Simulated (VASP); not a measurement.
Method: revTPSS meta-GGA, VASP's PBE PAW potentials (set 64) (plane waves; VASP).

VASP ran on this input.

KPOINTS:
```
kpoints
0
gamma
 17 17 17
```

**INCAR**
```
SYSTEM = Li
PREC = Accurate
ENCUT = 520
EDIFF = 1E-7
NELM = 100
ALGO = Normal
LREAL = .FALSE.
LASPH = .TRUE.
ISMEAR = -5
METAGGA = RTPSS
LMIXTAU = .TRUE.
LWAVE = .FALSE.
LCHARG = .FALSE.
LORBIT = 11
NEDOS = 601
ISIF = 2
```

POSCAR:
```
Li
1
   -1.6895578859     1.6895578859     1.6895578859
    1.6895578859    -1.6895578859     1.6895578859
    1.6895578859     1.6895578859    -1.6895578859
Li
1
Direct
  0.0000000000   0.0000000000   0.0000000000
```

File KPOINTS_OPT:
```
k-points along high-symmetry lines
10
Line-mode
Reciprocal
  0.000000   0.000000   0.000000 ! GAMMA
  0.500000  -0.500000   0.500000 ! H

  0.500000  -0.500000   0.500000 ! H
  0.000000  -0.000000   0.500000 ! N

  0.000000  -0.000000   0.500000 ! N
  0.000000   0.000000   0.000000 ! GAMMA

  0.000000   0.000000   0.000000 ! GAMMA
  0.250000   0.250000   0.250000 ! P

  0.250000   0.250000   0.250000 ! P
  0.500000  -0.500000   0.500000 ! H

  0.250000   0.250000   0.250000 ! P
  0.000000  -0.000000   0.500000 ! N
```

POTCAR, in this order: Li_sv (PBE.64 set). Program: vasp_std.

What will the output report for the number of irreducible k-points (NKPTS), largest plane-wave count, number of space-group operations, FFT grid (NGX, NGY, NGZ)?

The number of irreducible k-points (NKPTS) comes out as 165, the largest plane-wave count comes out as 537 and the number of space-group operations is 48. The FFT grid (NGX, NGY, NGZ) is 24 × 24 × 24.

The compound is Li in the bcc structure. It was relaxed first, which changed the volume by -9 %.
